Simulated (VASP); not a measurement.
Data:

```yaml
crystal:
  lattice:
    - [1.59846, -2.76862, 0.00000]
    - [1.59846, 2.76862, 0.00000]
    - [0.00000, 0.00000, 5.09713]
  atoms:
    - { symbol: Mg, position: [0.33333, 0.66667, 0.25000] }
    - { symbol: Mg, position: [0.66667, 0.33333, 0.75000] }
```

All values below come from optB86b-vdW, VASP's PBE PAW potentials (set 64) (plane waves; VASP). Settings: 520 eV cut-off, Gaussian smearing of 0.050 eV, potentials Mg.

Question: Estimate the band gap (along the path) with the smallest direct gap where there is one.

Answer: 
| Quantity | Value |
|---|---|
| band gap (along the path) | none (metal, semimetal or under 0.01 eV) |

The absolute energy has meaning only against runs of the same code, potentials and settings.

The compound is Mg in the hcp structure. It was relaxed first.
